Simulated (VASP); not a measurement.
Given:

```
InW
1.0
    3.48608     0.00000     0.00000
    0.00000     3.48608     0.00000
    0.00000     0.00000     3.48608
In W
1 1
Cartesian
  0.00000   0.00000   0.00000
  1.74304   1.74304   1.74304
```

Method: PBE GGA, VASP's PBE PAW potentials (set 64) (plane waves; VASP). Run with 300 eV cut-off, 8×8×8 Γ-centred mesh, Fermi-Dirac smearing of 0.14 eV, potentials In_d W_sv.

**Question.** Give the energies of bands 10 to 16 at the high-symmetry points, in eV from the Fermi level.

**Answer.** 
```
band      Γ      X      M      R
----  -----  -----  -----  -----
10    -9.37  -5.98  -5.39  -3.39
11    -1.79  -5.64  -2.05  -3.39
12    -1.79  -1.60  -1.87  -3.39
13     1.16  -0.79  -1.87  -1.04
14     1.16  -0.79   0.25   2.28
15     1.16   1.11   0.25   2.28
16     3.70   2.20   2.19   3.51
```

It has no gap at this level: it comes out as a metal or semimetal.

The structure was generated: InW was put into an ordered model structure, which need not be its known phase. The cell was not relaxed at this level. The electron count is odd and the run is not spin-polarised, which forces a metal.
